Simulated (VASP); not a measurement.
Here is the system:

```yaml
crystal:
  lattice:
    - [4.05284, 0.00000, 0.00000]
    - [0.00000, 4.05284, 0.00000]
    - [0.00000, 0.00000, 4.05284]
  atoms:
    - { symbol: K, position: [0.00000, 0.00000, 0.00000] }
    - { symbol: Zn, position: [0.50000, 0.50000, 0.50000] }
    - { symbol: F, position: [0.50000, 0.00000, 0.50000] }
    - { symbol: F, position: [0.00000, 0.50000, 0.50000] }
    - { symbol: F, position: [0.50000, 0.50000, 0.00000] }
```

All values below come from TPSS meta-GGA, VASP's PBE PAW potentials (set 64) (plane waves; VASP 6.6.1). Run with 520 eV cut-off, 6×6×6 Γ-centred mesh, Gaussian smearing of 0.050 eV, potentials K_sv Zn F.

Problem. Give the stress tensor in GPa (positive for a compressed cell).

Solution. 
```
2.57  0.00  0.00
0.00  2.57  0.00
0.00  0.00  2.57
```
The pressure is its mean diagonal, 2.57 GPa.

The compound is KZnF3 in the cubic perovskite structure. This cell is one point of a volume scan, at 0.97 of the reference volume.
